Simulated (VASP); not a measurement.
A run of VASP 6.6.1 is set up as follows.

INCAR

```
SYSTEM = Hf2CO2
PREC = Accurate
ENCUT = 520
EDIFF = 1E-6
ISMEAR = 0
SIGMA = 0.03
LREAL = .False.
LASPH = .True.
NELM = 100
ALGO = Fast
ISIF = 2
LWAVE = .False.
LCHARG = .False.
LDIPOL = .True.
IDIPOL = 3
DIPOL = 0.5 0.5 0.282
GGA = PS
IVDW = 12
NBANDS = 26
```

Contents of KPOINTS:

```
regular mesh
0
Gamma
  12 12 1
  0 0 0
```

POSCAR

```
Hf2CO2
1.0
    3.2301815689      0.0000000000      0.0000000000
   -1.6150907845      2.7974192975      0.0000000000
    0.0000000000      0.0000000000     32.9599999985
O Hf C
2 2 1
Direct
    0.6666666667      0.3333333333      0.2120890121
    0.3333333333      0.6666666667      0.3516245802
    0.3333333333      0.6666666667      0.2403882590
    0.6666666667      0.3333333333      0.3233253332
    0.0000000000      0.0000000000      0.2818567961
```

Potentials or basis: VASP PAW PBE potentials, release 64 (O, Hf_pv, C).

The run is started by

```bash
$ cat potpaw_PBE.64/O/POTCAR potpaw_PBE.64/Hf_pv/POTCAR potpaw_PBE.64/C/POTCAR > POTCAR
$ mpirun -np 1 vasp_std > vasp.out
```

(1) Estimate the band gap on the k mesh.

(2) Predict the largest force.

Results:

(1) 0.94 eV, indirect (least direct gap 2.07 eV).

(2) 0.166 eV/Å.

Caveat: the PAW data sets were made with another functional, which shifts forces and pressure a little; spin-orbit coupling is left out, which moves the levels of the heavy elements.
